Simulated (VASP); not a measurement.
Data:

```
CELL_PARAMETERS angstrom
      0.00000     2.63042     2.63042
      2.63042     0.00000     2.63042
      2.63042     2.63042     0.00000
ATOMIC_POSITIONS crystal
  Mg 0.00000 0.00000 0.00000
  S  0.50000 0.50000 0.50000
```

These are revPBE GGA, VASP's PBE PAW potentials (set 64) (plane waves; VASP) values and carry that method's errors. Numerical set-up: 520 eV cut-off, Gaussian smearing of 0.050 eV, potentials Mg S.

Q: Give the energies of bands 2 to 7 at the high-symmetry points, in eV from the valence-band maximum.

A: 
| band | Γ | X | U | L | W |
|---|---|---|---|---|---|
| 2 | 0.00 | -4.00 | -3.52 | -4.62 | -3.07 |
| 3 | 0.00 | -1.60 | -3.03 | -0.55 | -3.07 |
| 4 | 0.00 | -1.60 | -1.29 | -0.55 | -2.24 |
| 5 | 3.58 | 2.82 | 3.95 | 4.57 | 5.21 |
| 6 | 8.00 | 4.54 | 6.71 | 6.93 | 7.95 |
| 7 | 8.00 | 11.77 | 9.63 | 6.93 | 7.95 |

The gap is indirect, 2.82 eV, from the valence maximum at Γ to the conduction minimum at X.

The compound is MgS in the rock salt structure. It was relaxed first.
